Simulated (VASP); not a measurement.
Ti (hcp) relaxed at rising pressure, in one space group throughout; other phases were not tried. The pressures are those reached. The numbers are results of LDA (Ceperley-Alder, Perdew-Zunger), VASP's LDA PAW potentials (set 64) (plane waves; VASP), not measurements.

```csv
P (GPa),V (Å³/atom),k-mesh
0.05,16.066,15×15×8
5.04,15.482,15×15×8
9.88,14.990,15×15×8
19.99,14.142,15×15×8
29.99,13.463,16×16×9
```

A change of mesh leaves a small step in the series.

Fit an equation of state and predict the volume at 44.88 GPa.

Least squares on the third-order Birch-Murnaghan form, P = (3B0/2)(y⁷ − y⁵)[1 + (3/4)(B′ − 4)(y² − 1)] with y = (V0/V)^(1/3), gives V0 = 16.073 Å³/atom, B0 = 126 GPa and B′ = 3.4, and so 12.648 Å³/atom. The run gave 12.616 Å³/atom, -0.2 % from the fit.

Pressures at which the relaxation failed are left out.

The compound is Ti in the hcp structure.
